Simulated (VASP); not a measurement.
Method: PBE GGA, VASP's PBE PAW potentials (set 64) (plane waves; VASP).

Input for VASP

POSCAR:
```
FeAl
2.910
  1.0000000000   0.0000000000   0.0000000000
  0.0000000000   1.0000000000   0.0000000000
  0.0000000000   0.0000000000   1.0000000000
Al Fe
1 1
Cart
  0.5000000000   0.5000000000   0.5000000000
  0.0000000000   0.0000000000   0.0000000000
```

INCAR:
```
# general
SYSTEM =FeAl
PREC   =Accurate
ENCUT  =400
LREAL  =.FALSE.
LASPH  =.TRUE.   # aspherical one-centre terms

# electronic loop
EDIFF  =1E-6
NELM   =100   # most electronic steps
ALGO   =Normal
LMAXMIX=4

# smearing
ISMEAR =0
SIGMA  =0.01   # width (eV)

# functional
GGA    =PE

# ions
ISIF   =2   # forces and stress, cell fixed

# output
LWAVE  =.FALSE.
LCHARG =.FALSE.
```

**KPOINTS**
```
K-points
0
Gamma
  11 11 11
0 0 0
```

POTCAR, in this order: Al Fe (PBE.64 set). Program: vasp_std.

Output of the run:

File OSZICAR:
```
       N       E                     dE             d eps       ncg     rms          rms(c)
DAV:   1     0.240528208208E+02    0.24053E+02   -0.42479E+03  1016   0.986E+02
DAV:   2    -0.135397613968E+02   -0.37593E+02   -0.36062E+02  1025   0.164E+02
DAV:   3    -0.145358598373E+02   -0.99610E+00   -0.98074E+00  1213   0.355E+01
DAV:   4    -0.145556300651E+02   -0.19770E-01   -0.19747E-01  1343   0.450E+00
DAV:   5    -0.145559413411E+02   -0.31128E-03   -0.31127E-03  1231   0.467E-01    0.135E+01
DAV:   6    -0.168769846786E+02   -0.23210E+01   -0.78503E+01  1148   0.136E+02    0.193E+01
DAV:   7    -0.126273493682E+02    0.42496E+01   -0.39929E+01  1128   0.847E+01    0.254E+00
DAV:   8    -0.125995721298E+02    0.27777E-01   -0.22499E-01  1131   0.567E+00    0.148E+00
DAV:   9    -0.125859747839E+02    0.13597E-01   -0.40398E-02  1197   0.310E+00    0.382E-01
DAV:  10    -0.125855591839E+02    0.41560E-03   -0.46792E-04  1123   0.205E-01    0.153E-01
DAV:  11    -0.125855461790E+02    0.13005E-04   -0.16515E-05  1215   0.482E-02    0.114E-02
DAV:  12    -0.125855459144E+02    0.26461E-06   -0.44720E-06   915   0.344E-02
   1 F= -.12585546E+02 E0= -.12585438E+02  d E =-.215242E-03
```

**OUTCAR**
```
------------------------ aborting loop because EDIFF is reached ----------------------------------------
  FORCE on cell =-STRESS in cart. coord.  units (eV):
  Direction    XX          YY          ZZ          XY          YZ          ZX
  --------------------------------------------------------------------------------------
  Total       -1.1224158     -1.1224158     -1.1224158      0.0000000      0.0000000     -0.0000000
  in kB      -72.9768988    -72.9768988    -72.9768988      0.0000000      0.0000000     -0.0000000
  external PRESSURE =     -72.9768988 kB  Pullay stress =       0.0000000 kB
  volume of cell :       24.64
      direct lattice vectors                 reciprocal lattice vectors
     2.910000000  0.000000000  0.000000000     0.343642612  0.000000000  0.000000000
     0.000000000  2.910000000  0.000000000     0.000000000  0.343642612  0.000000000
     0.000000000  0.000000000  2.910000000     0.000000000  0.000000000  0.343642612
 POSITION                                       TOTAL-FORCE (eV/Angst)
 -----------------------------------------------------------------------------------
      1.45500      1.45500      1.45500         0.000000      0.000000      0.000000
      0.00000      0.00000      0.00000         0.000000      0.000000      0.000000
 -----------------------------------------------------------------------------------
    total drift:                               -0.000000      0.000000      0.000000
  FREE ENERGIE OF THE ION-ELECTRON SYSTEM (eV)
  ---------------------------------------------------
  free  energy   TOTEN  =       -12.5855459144 eV

  energy  without entropy=      -12.5853306724  energy(sigma->0) =      -12.58543829
```
(Selected blocks of OUTCAR.)

The compound is FeAl in the CsCl type structure. The cell was not relaxed at this level. The run is one of a series of settings (ISMEAR = 0, SIGMA = 0.01 against the base run), some of them coarse on purpose. The run is not spin-polarised, so no magnetic state was tried. The electron count is odd and the run is not spin-polarised, which forces a metal.
